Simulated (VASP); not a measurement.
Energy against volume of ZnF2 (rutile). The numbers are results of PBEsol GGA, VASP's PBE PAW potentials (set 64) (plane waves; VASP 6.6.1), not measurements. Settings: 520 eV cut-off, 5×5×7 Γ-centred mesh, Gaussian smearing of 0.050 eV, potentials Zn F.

Shape and ions are relaxed at each volume.

```
V (Å³/atom)  E (eV/atom)
-----------  -----------
11.310          -4.11418
11.660          -4.11888
12.009          -4.11638
12.359          -4.10799
```

Task: Fit these four points and predict the energy of the run at 10.960 Å³/atom.

Result: A cubic in V^(−2/3), the third-order Birch-Murnaghan form, passes through the four points with V0 = 11.70 Å³/atom and B0 = 107 GPa, and gives -4.1007 eV/atom there. The run gave -4.1007 eV/atom, -0.0 meV/atom from the fit; all five points give B0 = 107 GPa.

The compound is ZnF2 in the rutile structure. It was relaxed first.
